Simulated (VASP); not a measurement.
Input of a VASP 6.6.1 run:

The input POSCAR:

```
BiCl
1.0
    0.0000000000      3.1214554258      3.1214554258
    3.1214554258      0.0000000000      3.1214554258
    3.1214554258      3.1214554258      0.0000000000
Bi Cl
1 1
Direct
    0.0000000000      0.0000000000      0.0000000000
    0.5000000000      0.5000000000      0.5000000000
```

INCAR.step1

```
SYSTEM = BiCl
ALGO     = Normal         ! electronic algorithm
EDIFF    = 1E-4           ! SCF threshold, eV
ENCUT    = 520            ! plane-wave cutoff, eV
GGA      = PE             ! functional
ISMEAR   = -5             ! smearing method
LASPH    = .TRUE.         ! aspherical terms in the spheres
LCHARG   = .FALSE.        ! write CHGCAR
LREAL    = .FALSE.        ! projectors in reciprocal space
LWAVE    = .TRUE.         ! write WAVECAR
NBANDS   = 18             ! bands
NELM     = 60             ! most SCF steps
PREC     = Accurate       ! precision mode
SIGMA    = 0.1            ! smearing width, eV
```

The input INCAR.step2:

```
SYSTEM = BiCl
ALGO     = Normal         ! electronic algorithm
EDIFF    = 1E-6           ! SCF threshold, eV
ENCUT    = 520            ! plane-wave cutoff, eV
ISIF     = 2              ! what is computed and relaxed
ISMEAR   = -5             ! smearing method
ISTART   = 1            
LASPH    = .TRUE.         ! aspherical terms in the spheres
LCHARG   = .FALSE.        ! write CHGCAR
LMIXTAU  = .TRUE.       
LREAL    = .FALSE.        ! projectors in reciprocal space
LWAVE    = .FALSE.        ! write WAVECAR
METAGGA  = R2SCAN         ! meta-GGA
NBANDS   = 18             ! bands
NELM     = 60             ! most SCF steps
PREC     = Accurate       ! precision mode
SIGMA    = 0.1            ! smearing width, eV
```

File KPOINTS:

```
k-points
0
G
  5 5 5
  0 0 0
```

Potentials or basis: VASP PAW PBE potentials, release 64 (Bi_d, Cl).

Launch:

```bash
$ cat potpaw_PBE.64/Bi_d/POTCAR potpaw_PBE.64/Cl/POTCAR > POTCAR
$ cp INCAR.step1 INCAR
$ mpirun -np 1 vasp_std > vasp.out
$ cp INCAR.step2 INCAR
$ mpirun -np 1 vasp_std > vasp.out
```

Task: Estimate the pressure.

Result: 0.0 GPa.

Task: Estimate the band gap on the k mesh.

Result: None (metal or under the smearing width).

Caveat: the PAW data sets were made with another functional, which shifts forces and pressure a little; spin-orbit coupling is left out, which moves the levels of the heavy elements; tetrahedron occupations give inexact forces and stress in metals.
